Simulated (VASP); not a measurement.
Consider the following.

```
Ti
1.0
    1.47500    -2.55477     0.00000
    1.47500     2.55477     0.00000
    0.00000     0.00000     4.68000
Ti
2
Direct
  0.33333   0.66667   0.25000
  0.66667   0.33333   0.75000
```

Calculation: optB88-vdW, VASP's PBE PAW potentials (set 64) (plane waves; VASP). Run with 520 eV cut-off, 13×13×7 Γ-centred mesh, first-order Methfessel-Paxton smearing of 0.10 eV, potentials Ti_sv.

Energy and stress use the plane-wave basis of the starting cell.

Task: The ions, cell shape and volume are relaxed. Which structure does the run end with?

Result: 
```
Ti
1.0
    1.45930    -2.52759     0.00000
    1.45930     2.52759     0.00000
    0.00000     0.00000     4.62846
Ti
2
Direct
  0.33333   0.66667   0.25000
  0.66667   0.33333   0.75000
```
Space group P6_3/mmc (194), at a tolerance of 0.03 Å.

Task: How do energy and volume change from the first to the last step?

Result: The energy (σ→0) changes by -6.4 meV/atom and the volume by -3.2 %, in 3 ionic steps.

The compound is Ti in the hcp structure. This run relaxes it. Symmetry was kept, so distortions that lower it aren't found.
